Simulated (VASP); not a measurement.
VASP runs on Ta$_{2}$N share one base input (PBE GGA, plane waves, VASP's PBE PAW potentials (set 64)) and change the settings named in each case.

**KPOINTS**
```
Automatic mesh
0
Gamma
7 7 1
0 0 0
```

### INCAR
```
SYSTEM = Ta2N
PREC = Accurate
ENCUT = 400
EDIFF = 1E-6
NELM = 100
ALGO = Normal
LREAL = .FALSE.
LASPH = .TRUE.
ISMEAR = 0
SIGMA = 0.05
GGA = PE
LMAXMIX = 6
LWAVE = .FALSE.
LCHARG = .FALSE.
ISIF = 2
```

### POSCAR
```
Ta2N
1.0
  2.9055310000   0.0000000000   0.0000000000
 -1.4527650000   2.5162630000   0.0000000000
  0.0000000000   0.0000000000  16.3510660000
N Ta
1 2
direct
  0.0000000000   0.0000000000   0.5000000000
  0.3333330000   0.6666670000   0.5718930000
  0.6666670000   0.3333330000   0.4281070000
```

POTCAR, in this order: N Ta_pv (PBE.64 set). Program: vasp_std.

```tsv
change	E(σ→0) (eV/atom)	largest force (eV/Å)	−TS (eV)
base run	-10.1843	3.048	-0.0036
GGA removed, POTCAR N Ta_pv (LDA.64 set)	-11.2973	…	…
GGA_COMPAT = .FALSE., LNONCOLLINEAR = .TRUE., LSORBIT = .TRUE., MAGMOM = 0.0 0.0 0.0 0.0 0.0 0.0 0.0 0.0 0.0, program vasp_ncl	-10.6549	3.089	-0.0037
KPOINTS 1×1×1 Γ-centred mesh	-8.9650	0.655	-0.0793
LDAU = .TRUE., LDAUJ = 0 0, LDAUL = -1 2, LDAUTYPE = 2, LDAUU = 0 6.0	-6.5156	5.042	-0.0036
```

Question: Fill in the missing entries.

Answer: 
- GGA removed, POTCAR N Ta_pv (LDA.64 set), largest force (eV/Å): 2.009
- GGA removed, POTCAR N Ta_pv (LDA.64 set), −TS (eV): -0.0045

Energies of different potentials or functionals have different zeros.  The cell holds a wide vacuum, so values per volume refer to the whole cell. Unless said otherwise, spin-orbit coupling is left out, though it shifts the bands of the heavy elements here.

Left out are runs that ran out of time, are held back, or changed the cell or the kind of run, fixed moments of cells without a moment, rows past the twelfth, gaps on odd meshes, pressures of charged cells and columns that move by less than the noise.

The cell is a sheet or thin cut with vacuum, built from a generated structure.
